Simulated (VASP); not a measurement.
Runs of VASP 6.6.1 on NiMoIrPdW. Symmetry: P3m1, No. 156, trigonal system. Conventional cell: a = 2.766 Å, b = 2.766 Å, c = 11.023 Å, α = 90.00°, β = 90.00°, γ = 120.00°. Ni (site symmetry 3m) has 3 Mo at 2.60 Å and 3 Pd at 2.71 Å and 6 Ni at 2.77 Å as nearest neighbours. Mo (site symmetry 3m) is surrounded by 3 Ni at 2.60 Å and 6 Mo at 2.77 Å and 3 Ir at 2.82 Å. Around Pd (site symmetry 3m) lie 3 Ni at 2.71 Å and 3 W at 2.74 Å and 6 Pd at 2.77 Å. Around Ir (site symmetry 3m) lie 3 W at 2.74 Å and 6 Ir at 2.77 Å and 3 Mo at 2.82 Å. W (site symmetry 3m) is surrounded by 3 Pd at 2.74 Å and 3 Ir at 2.74 Å and 6 W at 2.77 Å. The cell was built by a generator and needn't be a form met in nature.

```csv
task,level,cell,cutoff (eV),gap on the mesh (eV),pressure (GPa),moment (μB),relaxed volume (Å³/atom),largest force (eV/Å)
electrostatic potential,PBE,as given,520,none,(a),0.00,-,0.14
electric field gradients,PBE,as given,520,none,0.5,0.00,-,0.14
atomic charges,PBE+TS,as given,520,none,(b),0.00,-,0.22
single point,PBE,as given,520,none,0.5,0.00,-,0.14
optical spectrum,PBE,as given,520,none,0.5,0.00,-,0.14
relaxation of cell and atoms,BLYP,relaxed,600,none,0.1,0.00,15.38,0.01
relaxation of cell and atoms,revPBE,relaxed,600,none,0.1,0.00,14.81,0.02
```

Alike in all rows: potentials or basis VASP PAW PBE potentials, release 64 (Ni, Mo_sv, Pd, Ir, W_sv); spin collinear, ferromagnetic start; k mesh 11 × 11 × 3; smearing fermi-dirac 0.05 eV.

Estimate the missing entries.

(a) 0.4; (b) -10.8.

Caveats: the PAW data sets were made with another functional, which shifts forces and pressure a little (some runs); atom-pairwise D2, TS and ULG terms overbind metals (some runs); pairwise dispersion overbinds metals, which lowers pressure and volume (some runs).

A k mesh can miss the band edges, and the runs leave out spin-orbit coupling on Ir, Mo, Pd, W.

A gap of «none» marks a metal or a gap under the smearing width.

Not every run made on this cell is shown here.
